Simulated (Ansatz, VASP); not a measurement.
## KTlSO: VASP beside Ansatz

Aim: how closely do two programs agree when they are given the same cell, functional and k mesh? The structure shown is the end of the Ansatz relaxation below.

Method: plane waves, with VASP 6.6.1 beside it; single point at PBE, in Ansatz 0.2.0.

The structure was built from a prototype and need not be the compound's stable phase.

## 1. Set-up

The structure is trigonal, space group R3m (No. 160). The conventional cell has a = 3.787 Å, b = 3.787 Å, c = 20.398 Å, α = 90.00°, β = 90.00°, γ = 120.00°. Nearest to Tl lie 3 O at 2.49 Å and 3 S at 2.67 Å. K has 3 O at 2.77 Å and 3 S at 3.22 Å nearest. S has 3 Tl at 2.67 Å and 3 K at 3.22 Å nearest. Nearest to O lie 3 Tl at 2.49 Å and 3 K at 2.77 Å. As first built, before any earlier steps moved the atoms (in the runner's words): half of the O replaced by S in the R-3m structure of KTlO2. Farther neighbours and most contacts between anions are not listed.

## 2. Ansatz: relaxation, PBE

Ansatz runs on its default PAW (the set named soft_2) files.

This run makes the geometry at which the two programs are then compared.

The input, input.yaml:

```yaml
crystal:
  lattice:
    - [1.8530316297, 1.0698483102, 6.5484663]
    - [-1.8530316297, 1.0698483102, 6.5484663]
    - [0.0, -2.1396966204, 6.5484663]
  atoms:
    - { symbol: Tl, position: [0.0, 0.0, 0.0] }
    - { symbol: K, position: [0.5, 0.5, 0.5] }
    - { symbol: S, position: [0.26791574, 0.26791574, 0.26791574] }
    - { symbol: O, position: [0.73208426, 0.73208426, 0.73208426] }
kpoints:
  mp_grid: { grid: [7, 7, 7] }
scf:
  occupations: { method: fermi_dirac, width: 0.05 }
hamiltonian:
  xc: pbe
output:
  forces: true
  stress: true
relax:
  f_tol: 0.02
  max_steps: 50
  cell: {}
```

Command:

```console
> ansatz run input.yaml --threads 1 --pin off --max-ram 4096MiB --backend cpu --events-out ev --progress --plain --runs-dir out
```

Numbers of over 12 decimals in the logs are rounded to 6 here.

The log of the run:

```text
basis.fft_grid_basis auto: the FFT boxes are laid along the combinations [[1, 0, -1], [0, 1, -1], [0, 0, 1]] of the cell's own vectors, 3.706, 3.706 and 6.889 Å long. The dense box has 25×25×48 points. Along the cell's own vectors, as sized, it would have 48×48×48, 3.69 times as many. Of the 6 symmetry operations that the crystal satisfies within crystal.symmetry.tolerance (time reversal apart; of a slab, those that  [...]
Engine: ansatz 0.2.0, aarch64-unknown-linux-gnu
Pseudopotentials: kind: paw
Pseudopotential: Tl, paw, valence charge 13, recommended cutoff 420 eV (normal), Tl.paw.azcp
Pseudopotential: K, paw, valence charge 9, recommended cutoff 420 eV (normal), K.paw.azcp
Pseudopotential: S, paw, valence charge 6, recommended cutoff 420 eV (normal), S.paw.azcp
Pseudopotential: O, paw, valence charge 6, recommended cutoff 420 eV (normal), O.paw.azcp
Functional definition: PBE
  parameter kappa = 0.804
  parameter beta = 0.066725
  exchange = pbe_x(kappa = kappa, mu = beta*pi^2/3)
  correlation = pbe_c(beta = beta)
Crystal: 4 atoms, lattice volume = 77.893 Å³
Basis set: ecut = 420 eV, 1533 PW (Γ), FFT grids on a1−a3, a2−a3, a3, exchange–correlation on 50×50×96 points (8 copies of the dense FFT grid, shifted against one another)
Bands: 21, of which v1, the nominal top of the filled ones, is band 17 counted from 1 (16 counted from 0)
Symmetry: 6 space group operations
Space group: R3m (ITA 160), of the structure as read, at distance tolerance 4.3e-5 Å
k-points: 44 of 343 (time reversal used)
Non-local potential: Tl, projectors of the file, l = 0: 2, l = 1: 2, l = 2: 2, l = 3: 1
Non-local potential: K, projectors of the file, l = 0: 3, l = 1: 2, l = 2: 2
Non-local potential: S, projectors of the file, l = 0: 2, l = 1: 2, l = 2: 2
Non-local potential: O, projectors of the file, l = 0: 2, l = 1: 2, l = 2: 1
PAW form: soft (Blöchl's): semilocal exchange-correlation on the pseudo side does not see the compensation charge
PAW one-centre angular grid: Tl, 590 points (default); XC on 64 Gauss nodes
PAW one-centre angular grid: K, 110 points (default); XC on 64 Gauss nodes
PAW one-centre angular grid: S, 110 points (default); XC on 64 Gauss nodes
PAW one-centre angular grid: O, 110 points (default); XC on 64 Gauss nodes
Initial density: superposition of atomic densities (neutral atoms: chi_scale 0, normalization atom), corrected by the library's trained network
Initial wavefunctions: pseudopotential atomic-orbital guess
Functional: x = pbe(κ = 0.804, μ = 0.219515), c = pbe(β = 0.066725)
SCF iter   1: F=—  HF=-14451.152951 eV  |F-HF|=—  |Δ(HF+E_count)|=         —  Δρ=3.52e-3  dr2=1.15e-2  ethr=1.77e-3  ⟨swp⟩=6.5  Hψ=5160  notcnv=0
preconditioner: auto → Resta (q_TF=auto, 2.376 Å⁻¹)  ε∞=4.3  [insulator: Δε(μ)=1.125 eV  Ē_g=13.111 eV  σ=0.050 eV  W_gap=1.00  n_scr=22 (ndim 8)  ℏωp=23.8 eV  f_vac=0.035  D(μ)=0.00/eV (n_scr^D=0)  ε∞_Penn≈4.3]
SCF iter   2: F=—  HF=-14451.149429 eV  |F-HF|=—  |Δ(HF+E_count)|=   3.52e-3  Δρ=1.72e-3  dr2=2.29e-3  ethr=3.37e-5  ⟨swp⟩=1.3  Hψ=1327  notcnv=0
SCF iter   3: F=—  HF=-14451.148895 eV  |F-HF|=—  |Δ(HF+E_count)|=   5.34e-4  Δρ=3.28e-4  dr2=1.25e-4  ethr=6.74e-6  ⟨swp⟩=2.0  Hψ=1146  notcnv=0
SCF iter   4: F=—  HF=-14451.148898 eV  |F-HF|=—  |Δ(HF+E_count)|=   2.42e-6  Δρ=3.29e-4  dr2=9.15e-5  ethr=3.67e-7  ⟨swp⟩=2.0  Hψ=1628  notcnv=0
SCF iter   5: F=—  HF=-14451.148879 eV  |F-HF|=—  |Δ(HF+E_count)|=   1.84e-5  Δρ=1.12e-4  dr2=1.04e-5  ethr=2.69e-7  ⟨swp⟩=2.0  Hψ=1500  notcnv=0
SCF iter   6: F=—  HF=-14451.148880 eV  |F-HF|=—  |Δ(HF+E_count)|=   1.23e-6  Δρ=2.71e-5  dr2=6.35e-7  ethr=3.07e-8  ⟨swp⟩=2.0  Hψ=1122  notcnv=0
SCF iter   7: F=-14451.148881 eV  HF=-14451.148881 eV  |F-HF|=3.21e-8  |Δ(HF+E_count)|=   5.29e-7  Δρ=4.49e-6  dr2=1.92e-8  ethr=2.94e-10  ⟨swp⟩=4.6  Hψ=3406  notcnv=0
SCF 1 converged in 7 iterations: F = -14451.148881 eV  dr2 = 1.92e-8
  greatest PAW one-centre occupation: 0.988 electrons in one spin orbital (limit 2), on the K atom at site 1 (counted from 0), in its partial waves of l = 0
relax step   1: F+E_penalty+E_count = -14451.14888098 eV  Δ(F+E_penalty+E_count) = +0.000e0 eV  max|allowed force component| = 3.060e0 eV/Å  Δτ_max = 0.0000 Å  P = +8.318 GPa  Ω = 77.893 Å³  (7 SCF iters, dr2 threshold 1.00e-7 eV, accepted)
[...]
relax step   7: F+E_penalty+E_count = -14451.78028126 eV  Δ(F+E_penalty+E_count) = -1.002e-2 eV  max|allowed force component| = 2.691e-3 eV/Å  Δτ_max = 0.0000 Å  P = +0.173 GPa  Ω = 84.127 Å³  stress off target by 2.22e-1 GPa  SCF on the basis re-selected at this cell (its energy is not comparable with the rows above)  (7 SCF iters)
[...]
relax step   8: F+E_penalty+E_count = -14451.78018004 eV  Δ(F+E_penalty+E_count) = +1.012e-4 eV  max|allowed force component| = 5.256e-3 eV/Å  Δτ_max = 0.0033 Å  P = +0.032 GPa  Ω = 84.408 Å³  energy of the carried Pulay correction = -2.965e-4 eV  (6 SCF iters, dr2 threshold 1.23e-7 eV, accepted)
[...]
relax step   9: F+E_penalty+E_count = -14451.78014026 eV  Δ(F+E_penalty+E_count) = +3.978e-5 eV  max|allowed force component| = 2.592e-4 eV/Å  Δτ_max = 0.0002 Å  P = +0.001 GPa  Ω = 84.451 Å³  energy of the carried Pulay correction = -3.446e-4 eV  (5 SCF iters, dr2 threshold 7.17e-9 eV, accepted)
[...]
relax step  10: F+E_penalty+E_count = -14451.78044927 eV  Δ(F+E_penalty+E_count) = -3.090e-4 eV  max|allowed force component| = 2.335e-4 eV/Å  Δτ_max = 0.0000 Å  P = +0.004 GPa  Ω = 84.451 Å³  stress off target by 8.97e-3 GPa  SCF on the basis re-selected at this cell (its energy is not comparable with the rows above)  (6 SCF iters)
basis re-selected at this cell: Δ(F+E_penalty+E_count) = -3.090e-4 eV, ΔP = +0.003 GPa vs the last step (what re-selecting the basis moved, of the pressure what is left beyond the Pulay correction that the steps carried, after the strain that the cell walked since its last selection, with what the two solves' SCF thresholds leave and, on support functions, any second-order correction that the steps lacked; it is no m [...]
SCF converged after 6 iterations
Free energy (F): -14451.780449 eV
Harris-Foulkes:  -14451.780449 eV  (|F-HF|=3.64e-12)
Internal energy: -14451.779613 eV  (E = F + TS)
E sigma→0 (E₀):  -14451.780031 eV
Entropy (-TS):   -0.000836 eV (-0.209 meV/atom)
Fermi energy:    6.621235 eV
--- Per-component energies (eV) ---
  E_band       = -99.845030
  E_kinetic    = 872.633680
  E_local      = -2129.415642  (includes V_loc(G=0)·N_el)
  E_nonlocal   = 407.979377
  E_hartree    = 793.844879
  E_xc         = -533.600053
  E_vxc        = -485.013279  (∫ρ·V_xc dr)
  E_paw        = -11711.697024  (= ΣΔE_a)
  E_vpaw       = -353.721302  (= ΣTr[D̂ρ^β])
  E_aug_tail   = 0.002371  (compensation charges beyond the density's cutoff)
  E_ewald      = -2151.527201
  E_smearing   = -0.000836  (= −TS)
  E_closure    = 0.000000  (closes the sum)
  Σ components = -14451.780449   (vs F -14451.780449, Δ=0.00e0)
--- Forces (eV/Å), atoms counted from 1 ---
  atom   1  Tl     0.00000000     0.00000000    -0.00008866
  atom   2  K     -0.00000000    -0.00000000     0.00013748
  atom   3  S      0.00000000     0.00000000    -0.00023329
  atom   4  O     -0.00000000    -0.00000000     0.00018525
  max |Σ_I F_I| component: 7.77e-7 eV/Å
--- Stress (GPa, compression-positive) ---
        0.001126       0.000000      -0.000000
        0.000000       0.001126       0.000000
       -0.000000       0.000000       0.008969
  P = ⅓ Tr σ = 0.0037 GPa (0.037 kbar)
--- Relaxed structure (8 steps of the walk, 8 accepted, 2 SCFs on fresh bases) ---
  F+E_penalty+E_count = -14451.78044927 eV   max|allowed force component| = 2.335e-4 eV/Å   (the final SCF, on the basis selected at the relaxed cell)
  cell:  # Å, volume = 84.4514 Å³
    - [1.893520, 1.093224, 6.799490]
    - [-1.893520, 1.093224, 6.799490]
    - [-1.458487322403094e-17, -2.186449, 6.799490]
  atoms:
    - { symbol: Tl, position: [0.010111, 0.010111, 0.010111] }
    - { symbol: K, position: [0.485694, 0.485694, 0.485694] }
    - { symbol: S, position: [0.268564, 0.268564, 0.268564] }
    - { symbol: O, position: [0.735631, 0.735631, 0.735631] }
```

## 3. VASP: single point, PBE

The same cell, functional, mesh and smearing now go to VASP, with its own data sets and cutoff.

Lines of VASP's logs that name or quote its potential files are left out, and so is its time.

The input, INCAR:

```
SYSTEM = KTlSO
PREC = Accurate
ENCUT = 520
EDIFF = 1E-06
NELM = 100
ISMEAR = -1
SIGMA = 0.05
LREAL = .FALSE.
ALGO = Normal
GGA = PE
NBANDS = 23
LORBIT = 11
LWAVE = .FALSE.
LCHARG = .FALSE.
KPAR = 2
ISIF = 2
```

The input, POSCAR:

```
KTlSO
1.0
    1.8935200837      1.0932243300      6.7994899036
   -1.8935200837      1.0932243300      6.7994899036
    0.0000000000     -2.1864486601      6.7994899036
Tl K S O
1 1 1 1
Direct
    0.0101109647      0.0101109647      0.0101109647
    0.4856943671      0.4856943671      0.4856943671
    0.2685637084      0.2685637084      0.2685637084
    0.7356309597      0.7356309597      0.7356309597
```

The input, KPOINTS:

```
Automatic mesh
0
Gamma
7 7 7
0 0 0
```

Potentials, in the order of the species: Tl_d, K_sv, S and O (PBE family, release 64).

Command:

```console
> mpirun -np 2 vasp_std
```

The log of the run:

```text
[banner, memory and clock lines left out]
running    2 mpi-ranks, on    1 nodes
 distrk:  each k-point on    1 cores,    2 groups
 distr:  one band on    1 cores,    1 groups

 POSCAR found type information on POSCAR TlK S O
 POSCAR found :  4 types and       4 ions
 LDA part: xc-table for (Slater+PW92), standard interpolation
 POSCAR, INCAR and KPOINTS ok, starting setup
 FFT: planning ... GRIDC
 FFT: planning ... GRID_SOFT
 FFT: planning ... GRID
 WAVECAR not read
 entering main loop
       N       E                     dE             d eps       ncg     rms          rms(c)
DAV:   1     0.221498636167E+03    0.22150E+03   -0.17186E+04  2024   0.136E+03
DAV:   2    -0.429805519465E+01   -0.22580E+03   -0.21824E+03  2406   0.340E+02
DAV:   3    -0.176233913491E+02   -0.13325E+02   -0.13243E+02  3192   0.717E+01
DAV:   4    -0.179453043069E+02   -0.32191E+00   -0.32161E+00  2833   0.878E+00
DAV:   5    -0.179515137948E+02   -0.62095E-02   -0.62093E-02  2917   0.101E+00    0.129E+01
DAV:   6    -0.157275328976E+02    0.22240E+01   -0.12163E+01  2283   0.267E+01    0.117E+01
DAV:   7    -0.152080614556E+02    0.51947E+00   -0.21039E+00  2262   0.979E+00    0.654E+00
DAV:   8    -0.151895701342E+02    0.18491E-01   -0.50190E-01  2220   0.433E+00    0.193E+00
DAV:   9    -0.151901250740E+02   -0.55494E-03   -0.38208E-02  2894   0.139E+00    0.418E-01
DAV:  10    -0.151895958870E+02    0.52919E-03   -0.41439E-03  2499   0.522E-01    0.153E-01
DAV:  11    -0.151897646616E+02   -0.16877E-03   -0.85431E-04  2528   0.189E-01    0.665E-02
DAV:  12    -0.151898465777E+02   -0.81916E-04   -0.13137E-04  2472   0.710E-02    0.252E-02
DAV:  13    -0.151898854708E+02   -0.38893E-04   -0.54096E-05  2374   0.431E-02    0.899E-03
DAV:  14    -0.151898886433E+02   -0.31725E-05   -0.62706E-06  2488   0.158E-02    0.298E-03
DAV:  15    -0.151898888764E+02   -0.23301E-06   -0.45091E-07  1817   0.428E-03
   1 F= -.15189889E+02 E0= -.15189450E+02  d E =-.876941E-03
```

From OUTCAR (step 3):

```text
ion  position               nearest neighbor table
   1  0.010  0.010  0.010-   4 2.49   4 2.49   4 2.49   3 2.67   3 2.67   3 2.67   2 3.63   2 3.63
                             2 3.63
   2  0.486  0.486  0.486-   4 2.77   4 2.77   4 2.77   3 3.22   3 3.22   3 3.22   1 3.63   1 3.63
                             1 3.63
   3  0.269  0.269  0.269-   1 2.67   1 2.67   1 2.67   2 3.22   2 3.22   2 3.22
   4  0.736  0.736  0.736-   1 2.49   1 2.49   1 2.49   2 2.77   2 2.77   2 2.77

  LATTYP: Found a trigonal (rhomboedric) cell.
 ALAT       =     7.1423820041
 COS(alpha) =     0.8594329021

 Subroutine GETGRP returns: Found  6 space group operations
 (whereof  6 operations were pure point group operations)

The static configuration has the point symmetry C_3v.

 Found     44 irreducible k-points:

   k-points           NKPTS =     44   k-points in BZ     NKDIM =     44   number of bands    NBANDS=     23

   dimension x,y,z NGX =    54 NGY =   54 NGZ =   54
   dimension x,y,z NGXF=   108 NGYF=  108 NGZF=  108

   ENCUT  =  520.0 eV  38.22 Ry    6.18 a.u.  13.28 13.28 13.28*2*pi/ulx,y,z

   NELECT =      34.0000    total number of electrons

 k-points in reciprocal lattice and weights: Automatic mesh
   0.00000000  0.00000000  0.00000000       0.003
   0.14285714 -0.00000000 -0.00000000       0.017
   0.28571429 -0.00000000  0.00000000       0.017
   0.42857143 -0.00000000  0.00000000       0.017
   0.14285714  0.14285714 -0.00000000       0.017
   0.28571429  0.14285714  0.00000000       0.035
   0.42857143  0.14285714  0.00000000       0.035
  -0.42857143  0.14285714  0.00000000       0.035
  -0.28571429  0.14285714  0.00000000       0.035
[...]
0.42857143  0.42857143  0.42857143       0.006
  -0.42857143  0.42857143  0.42857143       0.017

 average (electrostatic) potential at core
       1 -85.5374       2 -33.4745       3 -87.3268       4 -71.0396

 E-fermi :   3.1208

 k-point     1 :       0.0000    0.0000    0.0000
  band No.  band energies     occupation
    ...
     14       1.6391      2.00000
     15       2.0353      2.00000
     16       2.9046      1.97383
     17       2.9046      1.97383
     18       3.1400      0.80987
     19       7.2562      0.00000
     20       8.3569      0.00000
     21      10.4266      0.00000
     22      10.4266      0.00000
     23      10.7760      0.00000

 k-point     2 :       0.1429   -0.0000   -0.0000
  band No.  band energies     occupation
    ...
     13       1.1317      2.00000
     14       1.5111      2.00000
     15       2.0057      2.00000
     16       2.1478      2.00000
     17       2.8099      1.99602
     18       3.9329      0.00000
     19       7.7160      0.00000
     20       8.4719      0.00000
     21       9.3736      0.00000
     22      10.4694      0.00000
    ...

 k-point     3 :       0.2857   -0.0000    0.0000
  band No.  band energies     occupation
    ...
     13       0.4846      2.00000
     14       1.1720      2.00000
     15       1.1875      2.00000
     16       2.0418      2.00000
     17       2.6719      1.99975
     18       4.5832      0.00000
     19       7.6062      0.00000
     20       8.3096      0.00000
     21       9.9761      0.00000
     22      10.2951      0.00000
    ...

  Total        0.0077385      0.0077385      0.0303323      0.0000000     -0.0000000      0.0000000
  in kB        0.1468114      0.1468114      0.5754530      0.0000000     -0.0000000      0.0000000
  external PRESSURE =       0.2896919 kB  Pullay stress =       0.0000000 kB

  energy-cutoff  :      520.00
  volume of cell :       84.45
      direct lattice vectors                 reciprocal lattice vectors
     1.893520084  1.093224330  6.799489904     0.264058461  0.152454224  0.049023285
    -1.893520084  1.093224330  6.799489904    -0.264058461  0.152454224  0.049023285
     0.000000000 -2.186448660  6.799489904     0.000000000 -0.304908448  0.049023285

 POSITION                                       TOTAL-FORCE (eV/Angst)
 -----------------------------------------------------------------------------------
      0.00000     -0.00000      0.20625         0.000000      0.000000     -0.021445
      0.00000     -0.00000      9.90742         0.000000     -0.000000      0.010348
      0.00000     -0.00000      5.47829         0.000000     -0.000000      0.010064
      0.00000     -0.00000     15.00575         0.000000     -0.000000      0.001033
 -----------------------------------------------------------------------------------
    total drift:                                0.000000      0.000000     -0.000414

  FREE ENERGIE OF THE ION-ELECTRON SYSTEM (eV)
  ---------------------------------------------------
  free  energy   TOTEN  =       -15.1898888764 eV

  energy  without entropy=      -15.1890119351  energy(sigma->0) =      -15.18945041

 total charge
# of ion       s       p       d       tot
------------------------------------------
    1        0.871   0.447   9.760  11.079
    2        1.963   5.584   0.037   7.584
    3        1.350   2.367   0.000   3.717
    4        1.577   3.277   0.000   4.854
--------------------------------------------------
tot          5.761  11.675   9.797  27.234

[... 3 further parts left out ...]
```

The run ends at a pressure of 0.03 GPa, with forces up to 0.021 eV/Å.

## 4. Comparison

Known differences besides the potentials themselves: the cutoff is 420 eV in Ansatz and 520 eV in VASP; VASP leaves aspherical gradient terms in its spheres out (LASPH is not set), Ansatz keeps them; Ansatz's pressure holds a Pulay correction, VASP's none. Total energies have different zeros and are not compared.

The two programs side by side:

```
              quantity  Ansatz   VASP  difference
        pressure (GPa)    0.00   0.03       -0.03
gap on the k mesh (eV)   0.199  0.190      +0.009
```

At this near-relaxed geometry the largest component of a force difference is 21 meV/Å. A gap on the mesh is an upper bound, since the band edges may lie between its points; neither run holds spin-orbit coupling, which can move the band edges of a compound of Tl.

## 5. Further runs

Further runs change the set-up of one program: Ansatz's method, potentials or start, or VASP's data sets, cutoff or form of LDA. The table gives Ansatz less VASP for each quantity, since a change that brings one quantity closer may part another.

| run | r.m.s. force difference (meV/Å) | pressure (GPa) | gap on the k mesh (eV) |
| --- | --- | --- | --- |
| as above | 7.5 | -0.025 | 0.0093 |
| VASP with the data sets Tl_d_GW, K_sv_GW, S_GW and O_GW and a cutoff of 670 eV | 3.6 | 0.064 | 0.0048 |
| VASP with the data sets Tl_d, K_sv, S_h and O_h and a cutoff of 1230 eV | 5.1 | -0.057 | 0.0092 |

## 6. Outcome

| Property | Result |
| --- | --- |
| difference in gap on the k mesh (single point, PBE) | 0.0093 eV |
| r.m.s. force difference (single point, PBE) | 7.5 meV/Å |

The r.m.s. force difference is 7.5 meV/Å (single point, PBE), within the 12 meV/Å picked in this series as the mark of a large difference. Single point, PBE, VASP with the data sets Tl_d_GW, K_sv_GW, S_GW and O_GW and a cutoff of 670 eV: r.m.s. force difference goes from 7.5 to 3.6 meV/Å; the difference in pressure goes from -0.025 to 0.064 GPa; the difference in gap on the k mesh goes from 0.0093 to 0.0048 eV. Single point, PBE, VASP with the data sets Tl_d, K_sv, S_h and O_h and a cutoff of 1230 eV: r.m.s. force difference goes from 7.5 to 5.1 meV/Å; the difference in pressure goes from -0.025 to -0.057 GPa. How closely two codes agree says nothing of how well the functional describes the real material.

[Lines on the potential files, build, host, timing and source positions are cut from VASP's logs without a mark.]

[Logs are printed without paths, hosts, clocks, repeated set-up lines and the standing remarks that a program may print on its own settings, such as how far it seeks lower states.]

[Hosts, paths, dates, database ids (printed as entryN), source tags and the programs' standing remarks are cut or masked in the printed files.]
